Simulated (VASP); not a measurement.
Method: LDA (Ceperley-Alder, Perdew-Zunger), VASP's LDA PAW potentials (set 64) (plane waves; VASP).

A VASP calculation is set up with these files.

POSCAR:
```
BP
1.0
  0.0000000000   2.2448216940   2.2448216940
  2.2448216940   0.0000000000   2.2448216940
  2.2448216940   2.2448216940   0.0000000000
B P
1 1
Cart
  0.0000000000   0.0000000000   0.0000000000
  1.1224108470   1.1224108470   1.1224108470
```

KPOINTS:
```
Automatic mesh
0
Gamma
9 9 9
0 0 0
```

**INCAR**
```
# general
SYSTEM = BP
PREC   = Accurate
ENCUT  = 520
LREAL  = .FALSE.
LASPH  = .TRUE.

# electronic loop
EDIFF  = 1E-6
NELM   = 100
ALGO   = Normal

# smearing
ISMEAR = 0
SIGMA  = 0.05

# ions
IBRION = 2
NSW    = 60
ISIF   = 3
EDIFFG = -0.01

# output
LWAVE  = .FALSE.
LCHARG = .FALSE.
```

POTCAR, in this order: B P (LDA.64 set). Program: vasp_std.

The run wrote:

### OSZICAR
```
       N       E                     dE             d eps       ncg     rms          rms(c)
DAV:   1     0.110076938217E+02    0.11008E+02   -0.42539E+03   560   0.907E+02
DAV:   2    -0.150387760977E+02   -0.26046E+02   -0.24930E+02   912   0.116E+02
DAV:   3    -0.152999813957E+02   -0.26121E+00   -0.26121E+00   680   0.160E+01
DAV:   4    -0.153006601795E+02   -0.67878E-03   -0.67878E-03   896   0.777E-01
DAV:   5    -0.153006603125E+02   -0.13305E-06   -0.13305E-06   688   0.118E-02    0.769E+00
DAV:   6    -0.145353742279E+02    0.76529E+00   -0.20289E+00   600   0.783E+00    0.410E+00
DAV:   7    -0.144121163271E+02    0.12326E+00   -0.32203E-01   840   0.346E+00    0.128E+00
DAV:   8    -0.143988462571E+02    0.13270E-01   -0.36208E-02   616   0.123E+00    0.256E-01
DAV:   9    -0.143988632876E+02   -0.17031E-04   -0.55443E-04   800   0.218E-01    0.160E-01
DAV:  10    -0.143988566407E+02    0.66468E-05   -0.12951E-04   576   0.806E-02    0.266E-02
DAV:  11    -0.143988589656E+02   -0.23249E-05   -0.43940E-06   880   0.159E-02    0.359E-02
DAV:  12    -0.143988586789E+02    0.28671E-06   -0.13992E-06   288   0.661E-03
   1 F= -.14398859E+02 E0= -.14398859E+02  d E =-.143989E+02
```

### OUTCAR
```
------------------------ aborting loop because EDIFF is reached ----------------------------------------
  FORCE on cell =-STRESS in cart. coord.  units (eV):
  Direction    XX          YY          ZZ          XY          YZ          ZX
  --------------------------------------------------------------------------------------
  Total       -0.0012474     -0.0012474     -0.0012474     -0.0000000      0.0000000     -0.0000000
  in kB       -0.0883346     -0.0883346     -0.0883346     -0.0000000      0.0000000     -0.0000000
  external PRESSURE =      -0.0883346 kB  Pullay stress =       0.0000000 kB
  volume of cell :       22.62
      direct lattice vectors                 reciprocal lattice vectors
     0.000000000  2.244821694  2.244821694    -0.222734840  0.222734840  0.222734840
     2.244821694  0.000000000  2.244821694     0.222734840 -0.222734840  0.222734840
     2.244821694  2.244821694  0.000000000     0.222734840  0.222734840 -0.222734840
  FREE ENERGIE OF THE ION-ELECTRON SYSTEM (eV)
  ---------------------------------------------------
  free  energy   TOTEN  =       -14.3988586789 eV

  energy  without entropy=      -14.3988586789  energy(sigma->0) =      -14.39885868

 reached required accuracy - stopping structural energy minimisation
```
(Selected blocks of OUTCAR.)

The structure comes from a computed database's BP entry (F-43m); how it stands against other phases isn't given here. It was relaxed first. The start is the result of an earlier pass.
